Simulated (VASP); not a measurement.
Data:

```
CELL_PARAMETERS angstrom
      4.25492     0.00000     0.00000
      0.00000     4.25492     0.00000
      0.00000     0.00000     4.25492
ATOMIC_POSITIONS crystal
  Cs 0.00000 0.00000 0.00000
  Br 0.50000 0.50000 0.50000
```

Calculation: PBE0 hybrid, VASP's PBE PAW potentials (set 64) (plane waves; VASP). Run with 520 eV cut-off, 4×4×4 Γ-centred mesh, Gaussian smearing of 0.050 eV, potentials Cs_sv Br.

Unless said otherwise, spin-orbit coupling is left out, though it shifts the bands of the heavy elements here.

### Question
Predict the energy per atom (σ→0), pressure, band gap (on the k-mesh) with the smallest direct gap where there is one.

### Answer

The band gap (on the k-mesh) comes out as 6.49 eV. The smallest direct gap (on the k-mesh) is 6.49 eV. The energy per atom (σ→0) is -3.744 eV/atom and the pressure is 1.06 GPa.

Total energies compare only between runs with the same potentials, cut-off and functional.

The compound is CsBr in the CsCl type structure. This cell is one point of a volume scan, at 0.91 of the reference volume. The cell's shape comes from a PBE relaxation.
